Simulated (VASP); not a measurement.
# Na3BrO (Pm-3m): formation energy of the defect Br_i (6-fold void), part 4 of 9

How easily does the defect Br_i (6-fold void) form in Na3BrO (Pm-3m)? The host is relaxed first, then a supercell is run with and without the defect. The start is a computed cell from the Materials Project.

VASP 6.6.1, plane waves and PAW; the level of theory is named at each step.

So far. Step 2 (Relaxing the host crystal): The run ended after 3 ionic steps, 0.002 eV below its first step, once forces and stress met EDIFFG = -0.02.

## 4. The perfect supercell

Level of this step: PBEsol; plane waves and PAW (Na, Br, O) (VASP).

System of this step: Na3BrO (Pm-3m). The cell holds 60 atoms: 36 Na, 12 Br and 12 O. Cell: a = 10.084 Å, b = 12.755 Å, c = 9.019 Å, α = 90.0°, β = 90.0°, γ = 108.4°. It derives from Na3BrO (Na3BrO (Pm-3m)).

The same cell, mesh and cutoff without the defect give the energy to subtract and, in a gapped host, the band edges to count from, so that most errors cancel.

Input file INCAR:

```
SYSTEM = Na3BrO
PREC = Normal
ENCUT = 400
EDIFF = 1E-05
NELM = 120
ISMEAR = 0
SIGMA = 0.05
LREAL = Auto
ALGO = Fast
GGA = PS
LORBIT = 11
LWAVE = .FALSE.
LCHARG = .FALSE.
NCORE = 4
```

Input file POSCAR:

```
Na3BrO
1.0
    9.0194521558      4.5097260779      0.0000000000
   -9.0194521558      9.0194521558      0.0000000000
    0.0000000000      0.0000000000      9.0194521558
Na Br O
36 12 12
Direct
    0.1666666667      0.6666666667      0.2500000000
    0.1666666667      0.6666666667      0.7500000000
    0.5000000000      0.0000000000      0.2500000000
    0.5000000000      0.0000000000      0.7500000000
    0.1666666667      0.1666666667      0.2500000000
    0.1666666667      0.1666666667      0.7500000000
    0.5000000000      0.5000000000      0.2500000000
    0.5000000000      0.5000000000      0.7500000000
    0.8333333333      0.8333333333      0.2500000000
    0.8333333333      0.8333333333      0.7500000000
    0.8333333333      0.3333333333      0.2500000000
    0.8333333333      0.3333333333      0.7500000000
    0.1666666667      0.4166666667      0.2500000000
    0.1666666667      0.4166666667      0.7500000000
    0.5000000000      0.7500000000      0.2500000000
    0.5000000000      0.7500000000      0.7500000000
    0.1666666667      0.9166666667      0.2500000000
    0.1666666667      0.9166666667      0.7500000000
    0.5000000000      0.2500000000      0.2500000000
    0.5000000000      0.2500000000      0.7500000000
    0.8333333333      0.5833333333      0.2500000000
    0.8333333333      0.5833333333      0.7500000000
    0.8333333333      0.0833333333      0.2500000000
    0.8333333333      0.0833333333      0.7500000000
    0.3333333333      0.5833333333      0.0000000000
    0.3333333333      0.5833333333      0.5000000000
    0.6666666667      0.9166666667      0.0000000000
    0.6666666667      0.9166666667      0.5000000000
    0.3333333333      0.0833333333      0.0000000000
    0.3333333333      0.0833333333      0.5000000000
    0.6666666667      0.4166666667      0.0000000000
    0.6666666667      0.4166666667      0.5000000000
    0.0000000000      0.7500000000      0.0000000000
    0.0000000000      0.7500000000      0.5000000000
    0.0000000000      0.2500000000      0.0000000000
    0.0000000000      0.2500000000      0.5000000000
    0.0000000000      0.5000000000      0.0000000000
    0.0000000000      0.5000000000      0.5000000000
    0.3333333333      0.8333333333      0.0000000000
    0.3333333333      0.8333333333      0.5000000000
    0.0000000000      0.0000000000      0.0000000000
    0.0000000000      0.0000000000      0.5000000000
    0.3333333333      0.3333333333      0.0000000000
    0.3333333333      0.3333333333      0.5000000000
    0.6666666667      0.6666666667      0.0000000000
    0.6666666667      0.6666666667      0.5000000000
    0.6666666667      0.1666666667      0.0000000000
    0.6666666667      0.1666666667      0.5000000000
    0.3333333333      0.5833333333      0.2500000000
    0.3333333333      0.5833333333      0.7500000000
    0.6666666667      0.9166666667      0.2500000000
    0.6666666667      0.9166666667      0.7500000000
    0.3333333333      0.0833333333      0.2500000000
    0.3333333333      0.0833333333      0.7500000000
    0.6666666667      0.4166666667      0.2500000000
    0.6666666667      0.4166666667      0.7500000000
    0.0000000000      0.7500000000      0.2500000000
    0.0000000000      0.7500000000      0.7500000000
    0.0000000000      0.2500000000      0.2500000000
    0.0000000000      0.2500000000      0.7500000000
```

Input file KPOINTS:

```
Automatic mesh
0
Gamma
1 1 1
0 0 0
```

The projector-augmented-wave data sets are Na, Br and O (PBE family, release 64).

Started as:

```sh
$ mpirun -np 4 vasp_gam
```

Output:

```text
[banner, memory and clock lines left out]
running    4 mpi-ranks, on    1 nodes
 distrk:  each k-point on    4 cores,    1 groups
 distr:  one band on    4 cores,    1 groups

 POSCAR found type information on POSCAR NaBrO
 POSCAR found :  3 types and      60 ions
 [... a notice as in an earlier step ...]

 LDA part: xc-table for (Slater+PW92), standard interpolation
 POSCAR, INCAR and KPOINTS ok, starting setup
 FFT: planning ... GRIDC
 FFT: planning ... GRID_SOFT
 FFT: planning ... GRID
 WAVECAR not read
 entering main loop
       N       E                     dE             d eps       ncg     rms          rms(c)
DAV:   1     0.192157059228E+04    0.19216E+04   -0.66367E+04   254   0.104E+03
DAV:   2     0.143266019219E+03   -0.17783E+04   -0.16674E+04   396   0.248E+02
DAV:   3    -0.256995464575E+03   -0.40026E+03   -0.39747E+03   348   0.133E+02
DAV:   4    -0.273644034243E+03   -0.16649E+02   -0.16609E+02   300   0.298E+01
DAV:   5    -0.274187660908E+03   -0.54363E+00   -0.54338E+00   348   0.584E+00    0.342E+01
RMM:   6    -0.221118822381E+03    0.53069E+02   -0.19941E+02   284   0.239E+01    0.136E+01
RMM:   7    -0.221937375604E+03   -0.81855E+00   -0.40619E+01   324   0.709E+00    0.109E+01
RMM:   8    -0.221017940304E+03    0.91944E+00   -0.12594E+01   293   0.785E+00    0.439E+00
RMM:   9    -0.219861267337E+03    0.11567E+01   -0.36079E+00   302   0.350E+00    0.185E+00
RMM:  10    -0.219894267036E+03   -0.33000E-01   -0.90405E-01   330   0.129E+00    0.109E+00
RMM:  11    -0.219981751966E+03   -0.87485E-01   -0.78307E-01   322   0.129E+00    0.199E+00
RMM:  12    -0.219879319843E+03    0.10243E+00   -0.40625E-01   320   0.992E-01    0.127E-01
RMM:  13    -0.219882769437E+03   -0.34496E-02   -0.27156E-02   334   0.281E-01    0.696E-02
RMM:  14    -0.219883601884E+03   -0.83245E-03   -0.60249E-03   329   0.104E-01    0.668E-02
RMM:  15    -0.219883664092E+03   -0.62208E-04   -0.14684E-03   299   0.606E-02    0.247E-02
RMM:  16    -0.219883669622E+03   -0.55296E-05   -0.14677E-04   279   0.241E-02    0.115E-02
RMM:  17    -0.219883675643E+03   -0.60209E-05   -0.60000E-05   265   0.154E-02
   1 F= -.21988368E+03 E0= -.21988368E+03  d E =-.666021E-13
```

Wall time 26 s (4 MPI ranks of AMD EPYC 7R43, shared host); peak memory 0.68 GiB.

From OUTCAR (step 4):

```text
  LATTYP: Found a simple monoclinic cell.
 ALAT       =    10.0840540701
 B/A-ratio  =     0.8944271910
 C/A-ratio  =     1.2649110641
 COS(beta)  =    -0.3162277660

 Subroutine GETGRP returns: Found  4 space group operations
 (whereof  4 operations were pure point group operations)

The static configuration has the point symmetry C_2h.

 Found      1 irreducible k-points:

   k-points           NKPTS =      1   k-points in BZ     NKDIM =      1   number of bands    NBANDS=    127

   dimension x,y,z NGX =    50 NGY =   64 NGZ =   48
   dimension x,y,z NGXF=   100 NGYF=  128 NGZF=   96

   ENCUT  =  400.0 eV  29.40 Ry    5.42 a.u.  16.44 20.80 14.71*2*pi/ulx,y,z

   NELECT =     192.0000    total number of electrons

 E-fermi :   1.6260

 k-point     1 :       0.0000    0.0000    0.0000
  band No.  band energies     occupation
    ...
     92       1.2297      2.00000
     93       1.2299      2.00000
     94       1.3585      2.00000
     95       1.3596      2.00000
     96       1.3652      2.00000
     97       3.3418      0.00000
     98       5.2062      0.00000
     99       5.2063      0.00000
    100       5.5934      0.00000
    101       5.5936      0.00000
    ...

  Total       -8.3371635     -8.4121702     -3.7867183     -0.2844283      0.0000000      0.0000000
  in kB      -12.1366036    -12.2457925     -5.5124142     -0.4140489      0.0000000      0.0000000
  external PRESSURE =      -9.9649368 kB  Pullay stress =       0.0000000 kB

  energy-cutoff  :      400.00
  volume of cell :     1100.61
      direct lattice vectors                 reciprocal lattice vectors
     9.019452156  4.509726078  0.000000000     0.073914319  0.073914319  0.000000000
    -9.019452156  9.019452156  0.000000000    -0.036957160  0.073914319  0.000000000
     0.000000000  0.000000000  9.019452156     0.000000000  0.000000000  0.110871479

 POSITION                                       TOTAL-FORCE (eV/Angst)
 -----------------------------------------------------------------------------------
     -4.50973      6.76459      2.25486         0.000000     -0.000000      0.000000
     -4.50973      6.76459      6.76459         0.000000     -0.000000      0.000000
      4.50973      2.25486      2.25486         0.000000      0.000000      0.000000
      4.50973      2.25486      6.76459         0.000000     -0.000000     -0.000000
      0.00000      2.25486      2.25486         0.000000     -0.000000      0.000000
      0.00000      2.25486      6.76459         0.000000     -0.000000      0.000000
      0.00000      6.76459      2.25486         0.000000     -0.000000     -0.000000
      0.00000      6.76459      6.76459        -0.000000     -0.000000     -0.000000
      0.00000     11.27432      2.25486        -0.000000      0.000000      0.000000
      0.00000     11.27432      6.76459        -0.000000     -0.000000      0.000000
      4.50973      6.76459      2.25486         0.000000     -0.000000      0.000000
      4.50973      6.76459      6.76459         0.000000     -0.000000      0.000000
     -2.25486      4.50973      2.25486         0.000000      0.000000      0.000000
     -2.25486      4.50973      6.76459         0.000000      0.000000      0.000000
     -2.25486      9.01945      2.25486         0.000000     -0.000000      0.000000
     -2.25486      9.01945      6.76459        -0.000000     -0.000000     -0.000000
     -6.76459      9.01945      2.25486        -0.000000     -0.000000      0.000000
     -6.76459      9.01945      6.76459        -0.000000     -0.000000      0.000000
      2.25486      4.50973      2.25486         0.000000     -0.000000      0.000000
      2.25486      4.50973      6.76459        -0.000000     -0.000000     -0.000000
      2.25486      9.01945      2.25486        -0.000000     -0.000000      0.000000
      2.25486      9.01945      6.76459        -0.000000     -0.000000      0.000000
      6.76459      4.50973      2.25486         0.000000      0.000000      0.000000
      6.76459      4.50973      6.76459         0.000000      0.000000      0.000000
     -2.25486      6.76459      0.00000         0.000000      0.000000      0.000000
     -2.25486      6.76459      4.50973         0.000000      0.000000      0.000000
     -2.25486     11.27432      0.00000         0.000000     -0.000000      0.000000
     -2.25486     11.27432      4.50973         0.000000     -0.000000      0.000000
      2.25486      2.25486      0.00000        -0.000000     -0.000000      0.000000
      2.25486      2.25486      4.50973        -0.000000      0.000000      0.000000
      2.25486      6.76459      0.00000        -0.000000      0.000000      0.000000
      2.25486      6.76459      4.50973        -0.000000      0.000000      0.000000
     -6.76459      6.76459      0.00000         0.000000     -0.000000      0.000000
     -6.76459      6.76459      4.50973         0.000000     -0.000000     -0.000000
     -2.25486      2.25486      0.00000        -0.000000      0.000000      0.000000
     -2.25486      2.25486      4.50973        -0.000000      0.000000      0.000000
     -4.50973      4.50973      0.00000        -0.000000     -0.000000      0.000000
     -4.50973      4.50973      4.50973         0.000000     -0.000000      0.000000
[...]
-----------------------------------------------------------------------------------
    total drift:                               -0.000000      0.000000      0.000000

  FREE ENERGIE OF THE ION-ELECTRON SYSTEM (eV)
  ---------------------------------------------------
  free  energy   TOTEN  =      -219.8836756426 eV

  energy  without entropy=     -219.8836756426  energy(sigma->0) =     -219.88367564

 total charge
# of ion       s       p       d       tot
------------------------------------------
    1        0.072   0.055   0.000   0.126
    2        0.072   0.055   0.000   0.126
    3        0.072   0.055   0.000   0.126
    4        0.072   0.055   0.000   0.126
    5        0.072   0.055   0.000   0.126
    6        0.072   0.055   0.000   0.126
    7        0.072   0.055   0.000   0.126
    8        0.072   0.055   0.000   0.126
    9        0.072   0.055   0.000   0.126
   10        0.072   0.055   0.000   0.126
   11        0.072   0.055   0.000   0.126
   12        0.072   0.055   0.000   0.126
   13        0.071   0.055   0.000   0.126
   14        0.071   0.055   0.000   0.126
   15        0.071   0.055   0.000   0.126
   16        0.071   0.055   0.000   0.126
   17        0.071   0.055   0.000   0.126
   18        0.071   0.055   0.000   0.126
   19        0.071   0.055   0.000   0.126
   20        0.071   0.055   0.000   0.126
   21        0.071   0.055   0.000   0.126
   22        0.071   0.055   0.000   0.126
   23        0.071   0.055   0.000   0.126
   24        0.071   0.055   0.000   0.126
   25        0.069   0.056   0.000   0.125
   26        0.069   0.056   0.000   0.125
   27        0.069   0.056   0.000   0.125
   28        0.069   0.056   0.000   0.125
   29        0.069   0.056   0.000   0.125
   30        0.069   0.056   0.000   0.125
   31        0.069   0.056   0.000   0.125
   32        0.069   0.056   0.000   0.125
   33        0.069   0.056   0.000   0.125
   34        0.069   0.056   0.000   0.125
   35        0.069   0.056   0.000   0.125
   36        0.069   0.056   0.000   0.125
   37        1.593   3.279   0.004   4.876
[...]
--------------------------------------------------
tot         40.453  82.308   0.048 122.809

[... 3 further parts left out ...]
```

This step gave:

```yaml
electronic_cycles: 17
electrons: 192
free_energy_toten: -219.8837 eV
fermi_energy: 1.626 eV
gap_on_the_k_mesh: 1.977 eV
```

No direct gap is given, since this cell folds other wave vectors onto the zone centre.

The perfect cell has a gap of 1.98 eV on this mesh, with its valence-band top at 1.365 eV, and charged states follow.

(Part 4 of 9 ends here.)

[Lines on the potential files, build, host, timing and source positions are cut from VASP's logs without a mark.]

[Logs are printed without paths, hosts, clocks, repeated set-up lines and the standing remarks that a program may print on its own settings, such as how far it seeks lower states.]

[Hosts, paths, dates, database ids (printed as entryN), source tags and the programs' standing remarks are cut or masked in the printed files.]

[In band tables of VASP the shares of atoms and orbitals are scaled to a sum of 1 inside the atoms' spheres.]

[Runs that stopped without an error message from VASP are left out.]
